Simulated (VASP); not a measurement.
Crystal: InAs.

```
In As
1.0
     0.00000    3.01800    3.01800
     3.01800    0.00000    3.01800
     3.01800    3.01800    0.00000
In As
1 1
Direct
  0.00000 0.00000 0.00000
  0.25000 0.25000 0.25000
```

- Program: VASP 6.6.1
- Task: relaxation of cell and atoms
- Functional: PBEsol
- Potentials or basis: VASP PAW PBE potentials, release 64 (In_d, As)
- Cutoff: 600 eV
- k mesh: 12 × 12 × 12
- Occupations: gaussian, width 0.1 eV
- Spin: no spin polarisation

At the start: pressure 1.6 GPa; volume 27.49 Å³/atom.

Problem. Where does the relaxation end?

Solution. Over 3 steps the energy falls by 3.7 meV/atom and the volume is 28.24 Å³/atom (+2.7 %); space group F-43m (No. 216, to 0.05 Å).

The path:
```tsv
step	energy change (eV)	largest force (eV/Å)	pressure (GPa)	volume (Å³)
1	0.0000	0.0000	1.62	54.98
2	-0.0058	0.0000	-0.70	57.21
3	-0.0074	0.0000	0.00	56.49
```

Final structure:
```
In As
1.0
     0.00000    3.04537    3.04537
     3.04537    0.00000    3.04537
     3.04537    3.04537    0.00000
In As
1 1
Direct
  0.00000 0.00000 0.00000
  0.25000 0.25000 0.25000
```

Caveat: the PAW data sets were made with another functional, which shifts forces and pressure a little.
